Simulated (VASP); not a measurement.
Set up this calculation in VASP 6.6.1, as the native input.

* Task: relaxation of cell and atoms
* Functional: PBE
* Potentials or basis: VASP PAW PBE potentials, release 64 (Sn_d, H, Br)
* Cutoff: 520 eV
* k mesh: 4 × 4 × 2
* Occupations: gaussian, width 0.15 eV
* Spin: no spin polarisation
* Further INCAR settings: PREC = Normal; ALGO = Fast; EDIFF = 0.0001; IBRION = 2; EDIFFG = -0.08; NSW = 24; ISIF = 3

The structure of Sn2H3Br lies in POSCAR:

```
Sn2H3Br
1.0
    4.0156672400      0.0000000000      0.0000000000
   -2.0078336200      3.4776698400      0.0000000000
    0.0000000000      0.0000000000      7.9270243500
Sn H Br
2 3 1
Direct
    0.3333333300      0.6666666700      0.7520078400
    0.3333333300      0.6666666700      0.2479921600
    0.6666666700      0.3333333300      0.0000000000
    0.0000000000      0.0000000000      0.5000000000
    0.0000000000      0.0000000000      0.0000000000
    0.6666666700      0.3333333300      0.5000000000
```

The cell was built by a generator and needn't be a form met in nature.

The input as run:

INCAR

```
SYSTEM = Sn2H3Br
ALGO = Fast ; EDIFF = 1E-4
EDIFFG = -0.08 ; ENCUT = 520
GGA = PE ; IBRION = 2
ISIF = 3 ; ISMEAR = 0
KPAR = 2 ; LASPH = .True.
LCHARG = .False. ; LREAL = .False.
LWAVE = .False. ; NELM = 60
NSW = 24 ; PREC = Normal
SIGMA = 0.15
```

KPOINTS

```
k-points
0
Gamma
  4 4 2
  0 0 0
```

Potentials or basis: VASP PAW PBE potentials, release 64 (Sn_d, H, Br).

Run with:

```console
$ cat potpaw_PBE.64/Sn_d/POTCAR potpaw_PBE.64/H/POTCAR potpaw_PBE.64/Br/POTCAR > POTCAR
$ mpirun -np 2 vasp_std > vasp.out
```

It gave:

* Relaxed volume: 18.55 Å³/atom
* Relaxed cell: a = 3.434 Å, b = 3.434 Å, c = 10.900 Å, α = 90.00°, β = 90.00°, γ = 120.00°
* Space group after relaxing (to 0.05 Å): P-6m2 (No. 187)
* Energy gained by relaxing: 432.8 meV/atom
* Ionic steps: 17
* Pressure after relaxing: -0.2 GPa
* Largest force after relaxing: 0.075 eV/Å
* Band gap on the k mesh: none (metal or under the smearing width)

Caveat: the k mesh is coarse (spacing up to 0.45 Å⁻¹), so the values aren't converged; this functional lacks dispersion, which binds the layers, so the pressure and a relaxed spacing across them are unreliable; the relaxation stopped at a loose force limit of 0.08 eV/Å, so its end isn't a converged minimum.

Run time: 100 s on 2 MPI ranks on Intel(R) Xeon(R) Platinum 8559C (Emerald Rapids), on a shared host, peak memory 0.18 GiB a rank.
